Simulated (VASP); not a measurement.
**LaMg6V under changes of volume**

One of the cells (24.720 Å³/atom); the others are scaled copies at fixed shape and fractional positions:

```xyz
8
Lattice="5.2434 0.0000 0.0000 0.0000 3.2351 5.8291 0.0000 -3.2351 5.8291" Properties=species:S:1:pos:R:3 pbc="T T T"
La    2.6217    0.0000    7.7808
V     2.6217    0.0000    1.9221
Mg    0.0000    0.0000    9.7809
Mg    0.0000    0.0000    3.7765
Mg    0.0000   -1.7305    6.7989
Mg    0.0000    1.7305    6.7989
Mg    2.6217   -1.6485    4.8871
Mg    2.6217    1.6485    4.8871
```

The cell comes from a database or a generator and needn't be the stable form of this composition.

```yaml
Program: VASP 6.6.1
Functional: PBE
Potentials_or_basis: VASP PAW PBE potentials, release 64 (La, V_sv, Mg)
Cutoff: 520 eV
k_mesh: 5 × 5 × 5
Occupations: fermi-dirac, width 0.05 eV
Spin: collinear spin, ferromagnetic start
Starting_moments: "[0.0, 2.0, 0.0, 0.0, 0.0, 0.0, 0.0, 0.0] μB"
```

```tsv
volume (Å³/atom)	energy over the lowest point (meV/atom)	pressure (GPa)	moment (μB per cell)	largest force (eV/Å)
22.781	9.53	2.5	3.13	0.047
23.266	3.43	1.6	3.19	0.058
23.750	0.00	0.7	3.24	0.072
24.720	?	?	?	?
25.205	3.45	-1.4	3.39	0.107
25.689	8.53	-2.0	3.43	0.118
```

Problem. What does the run at 24.720 Å³/atom give?

Solution. Energy over the lowest point 0.21 meV/atom; pressure -0.8 GPa; moment 3.34 μB per cell; largest force 0.096 eV/Å.

Worked out: A Birch-Murnaghan fit of order 3 (a polynomial in V^(-2/3)) to the other rows has its minimum at 24.20 Å³/atom with B0 = V·E''(V) = 37 GPa and B' = 3.6 at fixed shape and positions, which overstates the stiffness. It gives 0.21 meV/atom at 24.720 Å³/atom, against the run's 0.21, and -dE/dV = -0.7 GPa, against -0.8. A straight line through the other rows of the moment, of slope 0.103 μB per Å³/atom, gives 3.34 μB, against the run's 3.34.

Energies are extrapolated to zero smearing.
